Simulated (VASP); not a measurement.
Level of theory: PBE GGA, VASP's PBE PAW potentials (set 64) (plane waves; VASP 6.6.1).

The input files of a VASP run:

**POSCAR**
```
TiCo
2.969640
  1.0000000860   0.0000000000   0.0000000000
  0.0000000000   1.0000000860   0.0000000000
  0.0000000000   0.0000000000   1.0000000860
Ti Co
1 1
Cartesian
  0.0000000000   0.0000000000   0.0000000000
  0.5000000430   0.5000000430   0.5000000430
```

KPOINTS:
```
k-points along high-symmetry lines
15
Line-mode
Reciprocal
  0.000000   0.000000   0.000000 ! GAMMA
  0.000000   0.500000   0.000000 ! X

  0.000000   0.500000   0.000000 ! X
  0.500000   0.500000   0.000000 ! M

  0.500000   0.500000   0.000000 ! M
  0.000000   0.000000   0.000000 ! GAMMA

  0.000000   0.000000   0.000000 ! GAMMA
  0.500000   0.500000   0.500000 ! R

  0.500000   0.500000   0.500000 ! R
  0.000000   0.500000   0.000000 ! X

  0.500000   0.500000   0.500000 ! R
  0.500000   0.500000   0.000000 ! M
```

### INCAR
```
SYSTEM  =  TiCo
PREC  =  Accurate; ENCUT  =  520; LREAL  =  .FALSE.
LASPH  =  .TRUE.; ICHARG  =  11
EDIFF  =  1E-7; NELM  =  100; ALGO  =  Normal
LMAXMIX  =  4
ISMEAR  =  0; SIGMA  =  0.05
GGA  =  PE
LWAVE  =  .FALSE.; LCHARG  =  .FALSE.; LORBIT  =  11
```

POTCAR, in this order: Ti_sv Co (PBE.64 set). Program: vasp_std. Read from the step before: CHGCAR.

The resulting files:

### OSZICAR
```
       N       E                     dE             d eps       ncg     rms          rms(c)
DAV:   1     0.149813120722E+03    0.14981E+03   -0.10783E+04  2520   0.192E+03
DAV:   2    -0.645294802080E+01   -0.15627E+03   -0.15362E+03  2628   0.406E+02
DAV:   3    -0.156524364455E+02   -0.91995E+01   -0.91122E+01  4062   0.106E+02
DAV:   4    -0.159025449707E+02   -0.25011E+00   -0.24913E+00  3016   0.143E+01
DAV:   5    -0.159155168061E+02   -0.12972E-01   -0.12971E-01  3734   0.283E+00
DAV:   6    -0.159156818473E+02   -0.16504E-03   -0.16504E-03  2992   0.316E-01
DAV:   7    -0.159156869293E+02   -0.50820E-05   -0.50814E-05  3872   0.523E-02
DAV:   8    -0.159156870072E+02   -0.77838E-07   -0.77412E-07  3026   0.594E-03
   1 F= -.15915687E+02 E0= -.15913003E+02  d E =-.536704E-02
```

File OUTCAR:
```
 val. band max:        9.8989466751   @ k =   0.5000   0.5000   0.2857

 cond. band min:       9.9254020782   @ k =   0.2143   0.5000   0.0000



 k-point     1 :       0.0000    0.0000    0.0000
  band No.  band energies     occupation
      1     -47.0614      2.00000
      2     -23.1473      2.00000
      3     -23.1473      2.00000
      4     -23.1473      2.00000
      5       2.3941      2.00000
      6       6.3000      2.00000
      7       6.3000      2.00000
      8       8.6471      2.00000
      9       8.6471      2.00000
     10       8.6471      2.00000
     11      10.9087      0.00000
     12      10.9087      0.00000
     13      12.8774      0.00000
     14      12.8774      0.00000

 k-point     2 :       0.0000    0.0357    0.0000
  band No.  band energies     occupation
      1     -47.0609      2.00000
      2     -23.1514      2.00000
      3     -23.1470      2.00000
      4     -23.1470      2.00000
      5       2.4200      2.00000
      6       6.3116      2.00000
      7       6.3121      2.00000
      8       8.6452      2.00000
      9       8.6452      2.00000
     10       8.6518      2.00000
     11      10.8953      0.00000
     12      10.9141      0.00000
     13      12.8404      0.00000
     14      12.8445      0.00000

 k-point     3 :       0.0000    0.0714    0.0000
  band No.  band energies     occupation
      1     -47.0597      2.00000
      2     -23.1633      2.00000
      3     -23.1462      2.00000
      4     -23.1462      2.00000
      5       2.4971      2.00000
      6       6.3463      2.00000
      7       6.3477      2.00000
      8       8.6398      2.00000
      9       8.6398      2.00000
     10       8.6657      2.00000
     11      10.8554      0.00000
     12      10.9294      0.00000
     13      12.7343      0.00000
     14      12.7345      0.00000

 k-point     4 :       0.0000    0.1071    0.0000
  band No.  band energies     occupation
      1     -47.0577      2.00000
...
```

The density is held fixed in this step, so its total energy and stress have no physical meaning.

The compound is TiCo in the CsCl type structure. It was relaxed first. The run is not spin-polarised, so no magnetic state was tried. The electron count is odd and the run is not spin-polarised, which forces a metal.
